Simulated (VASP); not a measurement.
```xyz
3
Lattice="0.0000 2.5333 2.5333 2.5460 0.0000 2.5333 2.5460 2.5333 0.0000" Properties=species:S:1:pos:R:3 pbc="T T T"
Zr     0.0000     0.0000     0.0000
O      1.2730     1.2666     1.2666
O      3.8190     3.7999     3.7999
```

These are r2SCAN meta-GGA, VASP's PBE PAW potentials (set 64) (plane waves; VASP) values and carry that method's errors. Numerical set-up: 600 eV cut-off, 8×8×8 Γ-centred mesh, Gaussian smearing of 0.050 eV, potentials Zr_sv O.

Give the stress tensor in GPa (positive for a compressed cell).

```
0.79  0.00  0.00
0.00  3.12  0.00
0.00  0.00  3.12
```
The pressure is its mean diagonal, 2.34 GPa.

The compound is ZrO2 in the fluorite structure, the high-temperature cubic form, which is unstable at 0 K; the monoclinic form is the stable one. This cell was strained or had an atom moved on purpose.
